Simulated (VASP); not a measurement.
WS$_{2}$ (2H layered) relaxed at rising pressure, in one space group throughout; other phases were not tried. The pressures are those reached. Calculation: LDA (Ceperley-Alder, Perdew-Zunger), VASP's LDA PAW potentials (set 64) (plane waves; VASP).

```
P (GPa)  V (Å³/atom)   k-mesh
-------  -----------  -------
0.00          17.203    8×8×2
4.96          15.977    8×8×2
9.97          15.291    8×8×2
19.90         14.355    8×8×2
29.93         13.666  12×12×3
```

A change of mesh leaves a small step in the series.

Fit an equation of state and predict the volume at 44.98 GPa.

Least squares on the third-order Birch-Murnaghan form, P = (3B0/2)(y⁷ − y⁵)[1 + (3/4)(B′ − 4)(y² − 1)] with y = (V0/V)^(1/3), gives V0 = 17.164 Å³/atom, B0 = 54 GPa and B′ = 8.4, and so 12.957 Å³/atom. The run gave 12.873 Å³/atom, -0.6 % from the fit.

Pressures at which the relaxation failed are left out.

The compound is WS2 in the 2H layered structure.
